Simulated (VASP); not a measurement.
Consider the following.

```
OsSb2
1.0
    5.96316     0.00000     0.00000
    0.00000     6.72456     0.00000
    0.00000     0.00000     3.24222
Sb Os
4 2
Direct
  0.31806   0.85845   0.50000
  0.68194   0.14155   0.50000
  0.81806   0.64155   0.00000
  0.18194   0.35845   0.00000
  0.50000   0.50000   0.50000
  0.00000   0.00000   0.00000
```

Calculation: r2SCAN meta-GGA, VASP's PBE PAW potentials (set 64) (plane waves; VASP). Numerical set-up: 400 eV cut-off, 9×8×15 Γ-centred mesh, Gaussian smearing of 0.010 eV, potentials Sb Os.

Q: What does the run give for the energy per atom (σ→0)?

A: 
```json
{
  "energy per atom (σ→0)": "-34.882 eV/atom"
}
```

The structure comes from a computed database's Sb2Os entry (Pnnm); how it stands against other phases isn't given here. It was relaxed first.
